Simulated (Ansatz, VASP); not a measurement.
# TaN in two plane-wave programs

Wanted: the spread between two codes on one cell, functional and k mesh. The cell is taken from a series of runs on this material, whose earlier steps may have relaxed, scaled, displaced or heated it; both programs get it as it stands.

Method: plane waves, with VASP 6.6.1 beside it; zone-centre phonons at PBEsol, in Ansatz 0.2.0.

### Step 1. The starting structure

It takes space group P-62m (No. 189, hexagonal). Conventional cell: a = 5.141 Å, b = 5.141 Å, c = 2.879 Å, α = 90.00°, β = 90.00°, γ = 120.00°. N has 5 Ta at 2.03 to 2.14 Å nearest. Nearest to Ta lie 6 N at 2.14 Å. Ta has 3 N at 2.03 Å nearest. Farther neighbours and most contacts between anions are not listed.

Structure file:

```cif
data_structure
_symmetry_space_group_name_H-M 'P 1'
_symmetry_Int_Tables_number 1
_cell_length_a 5.1405
_cell_length_b 5.1405
_cell_length_c 2.8793
_cell_angle_alpha 90.000
_cell_angle_beta 90.000
_cell_angle_gamma 120.000
_cell_volume 65.89
loop_
_atom_site_label
_atom_site_type_symbol
_atom_site_fract_x
_atom_site_fract_y
_atom_site_fract_z
_atom_site_occupancy
N1 N 0.39433 0.00000 0.00000 1
N2 N 0.60567 0.60567 0.00000 1
N3 N 0.00000 0.39433 0.00000 1
Ta4 Ta 0.33333 0.66667 0.50000 1
Ta5 Ta 0.66667 0.33333 0.50000 1
Ta6 Ta 0.00000 0.00000 0.00000 1
```

### Step 2. Ansatz: zone-centre phonons, PBEsol

Ansatz runs on its PAW soft_1 files.

Second derivatives magnify differences that forces hide, and they need a tight electronic threshold.

File input.yaml:

```yaml
crystal:
  lattice:
    - [5.1405431504, 0.0, 0.0]
    - [-2.5702715752, 4.4518409575, 0.0]
    - [0.0, 0.0, 2.8792578723]
  atoms:
    - { symbol: "N", position: [0.3943271022, 0.0, 0.0] }
    - { symbol: "N", position: [0.6056728978, 0.6056728978, 0.0] }
    - { symbol: "N", position: [0.0, 0.3943271022, 0.0] }
    - { symbol: Ta, position: [0.3333333333, 0.6666666667, 0.5] }
    - { symbol: Ta, position: [0.6666666667, 0.3333333333, 0.5] }
    - { symbol: Ta, position: [0.0, 0.0, 0.0] }
kpoints:
  mp_grid: { grid: [9, 9, 12] }
hamiltonian:
  xc: pbesol
  pseudopotentials: { kind: paw, azcp: { folder: soft_1 }, xc_functional: pbe }
scf:
  occupations: { method: methfessel_paxton, width: 0.2 }
output:
  eigenvalues: true
phonons:
  method: dfpt
```

Started as:

```
ansatz run input.yaml --threads 8 --pin off --max-ram 16384MiB --backend cpu --events-out ev --progress --plain --runs-dir out
```

Numbers of over 12 decimals in the logs are rounded to 6 here.

Output:

```text
zone centre: on kpoints.mp_grid the ground state, and the responses unless they are solved on pairs of k-points, stand on 287 of the mesh's 972 k-points, reduced under 2 symmetry operations, with k and −k counted as one. Each operation leaves every solved displacement unchanged or reverses it
Engine: ansatz 0.2.0, aarch64-unknown-linux-gnu
Pseudopotentials: kind: paw
Pseudopotential: N, paw, valence charge 5, recommended cutoff 420 eV (normal), soft_1/N.paw.azcp
Pseudopotential: Ta, paw, valence charge 13, recommended cutoff 420 eV (normal), soft_1/Ta.paw.azcp
Functional definition: PBEsol
  exchange = pbesol_x
  correlation = pbesol_c
Crystal: 6 atoms, lattice volume = 65.891 Å³
Basis set: ecut = 420 eV, 1287 PW (Γ), exchange–correlation on 72×72×40 points (8 copies of the dense FFT grid, shifted against one another)
Bands: 33, of which v1, the nominal top of the filled ones, is band 27 counted from 1 (26 counted from 0)
Symmetry: 12 space group operations
k-points: 287 of 972 (irreducible under 2 space group operations, time reversal used)
Non-local potential: N, projectors of the file, l = 0: 2, l = 1: 2, l = 2: 1
Non-local potential: Ta, projectors of the file, l = 0: 3, l = 1: 2, l = 2: 2, l = 3: 1
PAW form: soft (Blöchl's): semilocal exchange-correlation on the pseudo side does not see the compensation charge
PAW frozen core: N, regenerated for the run's functional, and the local potential with it (the file was generated under x = pbe(κ = 0.804, μ = 0.219515), c = pbe(β = 0.066725))
PAW frozen core: Ta, regenerated for the run's functional, and the local potential with it (the file was generated under x = pbe(κ = 0.804, μ = 0.219515), c = pbe(β = 0.066725))
PAW one-centre angular grid: N, 110 points (default); XC on 64 Gauss nodes
PAW one-centre angular grid: Ta, 590 points (default); XC on 64 Gauss nodes
Initial density: superposition of atomic densities (chi_scale 0.1, normalization cell, long waves kept (reshape's long-wave potential 0.01 eV rms))
Initial wavefunctions: pseudopotential atomic-orbital guess
Functional: x = pbesol(κ = 0.804, μ = 0.123457), c = pbesol(β = 0.046)
SCF iter   1: F=—  HF=-30566.439943 eV  |F-HF|=—  |Δ(HF+E_count)|=         —  Δρ=6.70e-2  dr2=3.57e0  ethr=3.10e-3  ⟨swp⟩=4.6  Hψ=36927  notcnv=0
preconditioner: auto → Resta (q_TF=auto, 2.639 Å⁻¹)  ε∞=7.1  [insulator: Δε(μ)=0.133 eV  Ē_g=10.114 eV  σ=0.200 eV  W_gap=0.53  n_scr=26 (ndim 8)  ℏωp=25.1 eV  f_vac=0.000  D(μ)=0.19/eV (n_scr^D=0)  ε∞_Penn≈7.1]
SCF iter   2: F=—  HF=-30565.753720 eV  |F-HF|=—  |Δ(HF+E_count)|=   6.86e-1  S|Δr|=    0.00e0  Δρ=3.13e-2  dr2=3.11e-1  ethr=3.10e-3  ⟨swp⟩=2.0  Hψ=16959  notcnv=0  defer=331
preconditioner: auto → Kerker (q_TF=auto, 2.639 Å⁻¹)  [metal: Δε(μ)=0.086 eV  Ē_g=9.779 eV  σ=0.200 eV  W_gap=0.34  n_scr=26 (ndim 8)  ℏωp=25.1 eV  f_vac=0.000  D(μ)=0.41/eV (n_scr^D=0)]
SCF iter   3: F=—  HF=-30565.727441 eV  |F-HF|=—  |Δ(HF+E_count)|=   2.63e-2  S|Δr|=    0.00e0  Δρ=1.50e-2  dr2=7.84e-2  ethr=5.76e-4  ⟨swp⟩=1.0  Hψ=9140  notcnv=0  defer=331
SCF iter   4: F=—  HF=-30565.718894 eV  |F-HF|=—  |Δ(HF+E_count)|=   8.55e-3  S|Δr|=    0.00e0  Δρ=1.92e-3  dr2=2.45e-3  ethr=1.45e-4  ⟨swp⟩=2.2  Hψ=13393  notcnv=0  defer=331
SCF iter   5: F=—  HF=-30565.718545 eV  |F-HF|=—  |Δ(HF+E_count)|=   3.50e-4  S|Δr|=    0.00e0  Δρ=7.04e-4  dr2=3.26e-4  ethr=4.53e-6  ⟨swp⟩=2.4  Hψ=13344  notcnv=0  defer=330
SCF iter   6: F=—  HF=-30565.718476 eV  |F-HF|=—  |Δ(HF+E_count)|=   6.85e-5  S|Δr|=    0.00e0  Δρ=1.31e-4  dr2=1.30e-5  ethr=6.03e-7  ⟨swp⟩=2.1  Hψ=13313  notcnv=0  defer=321
SCF iter   7: F=—  HF=-30565.718473 eV  |F-HF|=—  |Δ(HF+E_count)|=   2.92e-6  S|Δr|=    0.00e0  Δρ=2.32e-5  dr2=3.52e-7  ethr=2.40e-8  ⟨swp⟩=2.0  Hψ=13439  notcnv=0  defer=321
SCF iter   8: F=—  HF=-30565.718478 eV  |F-HF|=—  |Δ(HF+E_count)|=   4.90e-6  S|Δr|=    0.00e0  Δρ=4.27e-6  dr2=1.33e-8  ethr=6.51e-10  ⟨swp⟩=2.0  Hψ=13345  notcnv=0  defer=321
SCF iter   9: F=—  HF=-30565.718478 eV  |F-HF|=—  |Δ(HF+E_count)|=   2.27e-9  S|Δr|=    0.00e0  Δρ=7.46e-7  dr2=3.45e-10  ethr=2.46e-11  ⟨swp⟩=2.0  Hψ=13017  notcnv=0  defer=321
SCF iter  10: F=-30565.718478 eV  HF=-30565.718478 eV  |F-HF|=7.28e-12  |Δ(HF+E_count)|=  1.09e-11  S|Δr|=    0.00e0  Δρ=1.11e-7  dr2=3.74e-12  ethr=1.00e-12  ⟨swp⟩=9.4  Hψ=52053  notcnv=0
the search or the solves at the SCF's close seem to have found levels that the self-consistency loop had missed (the run counts 3). By its estimate they hold under 1e-12 electrons; where the run keeps them, the occupations were computed again with them
SCF 1 converged in 10 iterations: F = -30565.718478 eV  dr2 = 3.74e-12
  greatest PAW one-centre occupation: 0.999 electrons in one spin orbital (limit 2), on the Ta atom at site 4 (counted from 0), in its partial waves of l = 0
DFPT response loops at Γ: preconditioner auto → Kerker (q_TF=auto, 2.639 Å⁻¹) (partly filled bands, converged f_vac=0.000); β = 1.00, the filter's whole step (`scf.mixing.beta` (0.50) is not read by the response loops under this deck's `scf.mixing.preconditioner`; to damp them name `kerker` or `kerker_dos`, under which they read `scf.mixing.beta`, and type it under 1.00, their step now; both keys bind the ground state too); Broyden in place of MSR1
SCF converged after 10 iterations
Stability not checked: this state was not tested for a lower state beside it, because cold or Methfessel-Paxton smearing, or corrected tetrahedra, fill the levels in a way that the test cannot read (fill_not_monotonic; see scf.lower_state_search)
Free energy (F): -30565.718478 eV
Harris-Foulkes:  -30565.718478 eV  (|F-HF|=7.28e-12)
Internal energy: -30565.721645 eV  (E = F + TS)
E sigma→0 (E₀):  -30565.719270 eV
Entropy (-TS):   0.003167 eV (0.528 meV/atom)
Fermi energy:    20.272786 eV
Step filling:    the computed levels leave a gap of 0.0376 eV = 0.2 smearing widths at the electron count; against every level under it full and every level over it empty, smearing changes F+E_penalty+E_count by +0.955 meV and its σ→0 estimate by +0.163 meV
--- Per-component energies (eV) ---
  E_band       = -195.127827
  E_kinetic    = 1575.094939
  E_local      = -1929.091347  (includes V_loc(G=0)·N_el)
  E_nonlocal   = 80.608570
  E_hartree    = 693.300427
  E_xc         = -1137.596826
  E_vxc        = -931.273947  (∫ρ·V_xc dr)
  E_paw        = -24914.949108  (= ΣΔE_a)
  E_vpaw       = -377.069711  (= ΣTr[D̂ρ^β])
  E_aug_tail   = 0.002806  (compensation charges beyond the density's cutoff)
  E_ewald      = -4933.816540
  E_core_change = 0.725435  (= ΣΔE_core)
  E_smearing   = 0.003167  (= −TS)
  E_closure    = -0.000000  (closes the sum)
  Σ components = -30565.718478   (vs F -30565.718478, Δ=0.00e0)
--- Band table (eV; the first three rows and the last of 287) ---
  k-point 0: bands = [... 23 lower, 15.8322, 16.7930, 18.2061, 19.2135, 19.2135, 20.7647, 20.7647, 22.1181, ... 2 higher]
  k-point 1: bands = [... 23 lower, 15.4334, 17.0419, 18.5640, 18.8607, 18.8607, 21.2109, 21.2109, 22.2356, ... 2 higher]
  k-point 2: bands = [... 23 lower, 14.8319, 17.7953, 18.4430, 18.4430, 19.4013, 21.6654, 21.6654, 22.2307, ... 2 higher]
  k-point 286: bands = [... 23 lower, 16.0575, 16.8627, 18.0030, 19.1054, 21.3546, 21.8330, 23.1006, 23.1244, ... 2 higher]
--- Phonons (Γ-DFPT): 7 representative perturbations + reference, on 287 of 972 k-points (Σ response iterations 22) ---
  k mesh reduced under 2 symmetry operations, with k and −k counted as one. Each operation leaves every solved displacement unchanged or reverses it
  ASR residual: 2.788e-5 → 0.000e0 eV/Å²; symmetrization residual: 2.053e-6 eV/Å²
  ASR residual per site (eV/Å²): 2.79e-5 2.67e-5 2.67e-5 2.70e-5 2.70e-5 2.60e-5
  Γ frequencies (cm⁻¹): 0.00 0.00 0.00 150.86 193.87 193.87 196.96 238.55 238.55 600.75 600.75 618.86 625.51 625.51 632.94 669.85 669.85 729.75
  non-analytic LO–TO correction: not included (Born effective charges unavailable; polar crystals: no LO–TO splitting at Γ)
```

(Continued in part 2 of 3.)

[Lines on the potential files, build, host, timing and source positions are cut from VASP's logs without a mark.]

[Logs are printed without paths, hosts, clocks, repeated set-up lines and the standing remarks that a program may print on its own settings, such as how far it seeks lower states.]

[Hosts, paths, dates, database ids (printed as entryN), source tags and the programs' standing remarks are cut or masked in the printed files.]
